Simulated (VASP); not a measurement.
A VASP calculation is set up with these files.

File POSCAR:
```
MgS
1
   -0.0000000000     2.6113842202     2.6113842202
    2.6113842202    -0.0000000000     2.6113842202
    2.6113842202     2.6113842202    -0.0000000000
Mg S
1 1
Direct
  0.0000000000   0.0000000000   0.0000000000
  0.5000000000   0.5000000000   0.5000000000
```

### INCAR
```
! general
SYSTEM  =  MgS
PREC    =  Accurate
ENCUT   =  520
LREAL   =  .FALSE.
LASPH   =  .TRUE.

! electronic loop
EDIFF   =  1E-7
NELM    =  100
ALGO    =  Normal

! smearing
ISMEAR  =  -5

! functional
GGA     =  PE

! ions
ISIF    =  2

! output
LWAVE   =  .FALSE.
LCHARG  =  .TRUE.
LORBIT  =  11
NEDOS   =  601
```

### KPOINTS
```
Automatic mesh
0
Gamma
10 10 10
0 0 0
```

POTCAR, in this order: Mg S (PBE.64 set). Program: vasp_std.

Q: Translate this PBE calculation to Quantum ESPRESSO's pw.x.

A: One equivalent input (not run):
```
&CONTROL
  calculation = 'scf'
  pseudo_dir = './pseudo'
  outdir = './out'
  tprnfor = .true.
  tstress = .true.
/
&SYSTEM
  ibrav = 0
  nat = 2
  ntyp = 2
  ecutwfc = 84
  occupations = 'tetrahedra'
  input_dft = 'pbe'
/
&ELECTRONS
  conv_thr = 7.3e-09
  electron_maxstep = 100
/
ATOMIC_SPECIES
  Mg 24.305 Mg.upf
  S 32.060 S.upf
CELL_PARAMETERS angstrom
    -0.0000000    2.6113842    2.6113842
     2.6113842   -0.0000000    2.6113842
     2.6113842    2.6113842   -0.0000000
ATOMIC_POSITIONS crystal
  Mg   0.0000000  0.0000000  0.0000000
  S    0.5000000  0.5000000  0.5000000
K_POINTS automatic
  10 10 10 0 0 0
```
What does not carry over: the potentials are each code's own (VASP's PAW set, PseudoDojo norm-conserving files in pw.x), so ENCUT and ecutwfc are chosen apart and not converted; conv_thr bounds pw.x's estimated SCF error, while EDIFF bounds the energy change between steps.

The compound is MgS in the rock salt structure. It was relaxed first.
